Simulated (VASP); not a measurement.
VASP input:

KPOINTS:
```
Automatic mesh
0
Gamma
7 7 4
0 0 0
```

**INCAR**
```
SYSTEM = ZnO
PREC = Accurate
ENCUT = 520
EDIFF = 1E-6
NELM = 100
ALGO = Normal
LREAL = .FALSE.
LASPH = .TRUE.
ISMEAR = 0
SIGMA = 0.05
GGA = PE
LMAXMIX = 4
LWAVE = .FALSE.
LCHARG = .FALSE.
ISIF = 2
LSORBIT = .TRUE.
MAGMOM = 0 0 0 0 0 0 0 0 0 0 0 0
GGA_COMPAT = .FALSE.
```

### POSCAR
```
ZnO
1
    1.6250000000    -2.8145830000     0.0000000000
    1.6250000000     2.8145830000     0.0000000000
    0.0000000000     0.0000000000     5.2100000000
Zn O
2 2
Direct
  0.6666670000   0.3333330000   0.5000000000
  0.3333330000   0.6666670000   0.0000000000
  0.6666670000   0.3333330000   0.8820000000
  0.3333330000   0.6666670000   0.3820000000
```

POTCAR, in this order: Zn O (PBE.64 set). Program: vasp_std.

The resulting files:

standard output:
```
 POSCAR found type information on POSCAR ZnO
 POSCAR found :  2 types and       4 ions
 Reading from existing POTCAR

 -----------------------------------------------------------------------------
|                                                                             |
|     EEEEEEE  RRRRRR   RRRRRR   OOOOOOO  RRRRRR      ###     ###     ###     |
|     E        R     R  R     R  O     O  R     R     ###     ###     ###     |
|     E        R     R  R     R  O     O  R     R     ###     ###     ###     |
|     EEEEE    RRRRRR   RRRRRR   O     O  RRRRRR       #       #       #      |
|     E        R   R    R   R    O     O  R   R                               |
|     E        R    R   R    R   O     O  R    R      ###     ###     ###     |
|     EEEEEEE  R     R  R     R  OOOOOOO  R     R     ###     ###     ###     |
|                                                                             |
|     ERROR: Noncollinear calculations require that VASP is compiled          |
|     without the flag -DNGXhalf and-DNGZhalf.                                |
|     You probably tried to run a noncollinear calculation                    |
|     (LNONCOLLINEAR=T) with the executable vasp_std. Use vasp_ncl            |
|     instead!                                                                |
|                                                                             |
|       ---->  I REFUSE TO CONTINUE WITH THIS SICK JOB ... BYE!!! <----       |
|                                                                             |
 -----------------------------------------------------------------------------
```

Problem. Read input and log: which fault does this run have?
A. EDIFF is too loose for the force threshold
B. NBANDS is too small to hold all electrons
C. LEPSILON was set for a metal
D. LSORBIT needs the non-collinear program vasp_ncl

Solution. D, LSORBIT needs the non-collinear program vasp_ncl. VASP stops with an error: ERROR: Noncollinear calculations require that VASP is compiled without the flag -DNGXhalf and-DNGZhalf. You probably tried to run a noncollinear calculation (LNONCOLLINEAR=T) with the executable vasp_std. Use vasp_ncl instead! ----> I REFUSE TO CONTINUE WITH THIS SICK JOB ... BYE!!! <----

To mend it, run vasp_ncl.

The mended run (PBE GGA with spin-orbit coupling, plane waves, VASP's PBE PAW potentials (set 64)) converges, and its OSZICAR ends with
```
   1 F= -.17831963E+02 E0= -.17831963E+02  d E =-.305689E-15  mag=     0.0000     0.0000     0.0000
```

The compound is ZnO in the wurtzite structure. The cell was not relaxed at this level.
